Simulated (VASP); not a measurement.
```
CELL_PARAMETERS angstrom
      1.81500    -3.14367     0.00000
      1.81500     3.14367     0.00000
      0.00000     0.00000     5.78000
ATOMIC_POSITIONS crystal
  Gd 0.33333 0.66667 0.25000
  Gd 0.66667 0.33333 0.75000
```

The numbers are results of SCAN meta-GGA, VASP's PBE PAW potentials (set 64) (plane waves; VASP 6.6.1), not measurements. Numerical set-up: 400 eV cut-off, 10×10×6 Γ-centred mesh, first-order Methfessel-Paxton smearing of 0.10 eV, potentials Gd_3.

The 4f electrons are frozen in the core of the lanthanide potential, so 4f levels, which can set the real gap, and their magnetism are missing.

Task: Give the stress tensor in GPa (positive for a compressed cell).

Result: 
```
-0.94   0.00   0.00
 0.00  -0.94   0.00
 0.00   0.00  -2.32
```
The pressure is its mean diagonal, -1.40 GPa.

The compound is Gd in the hcp structure. The cell was not relaxed at this level. The run is one of a series of settings (GGA removed, LMIXTAU = .TRUE., METAGGA = SCAN against the base run), some of them coarse on purpose.
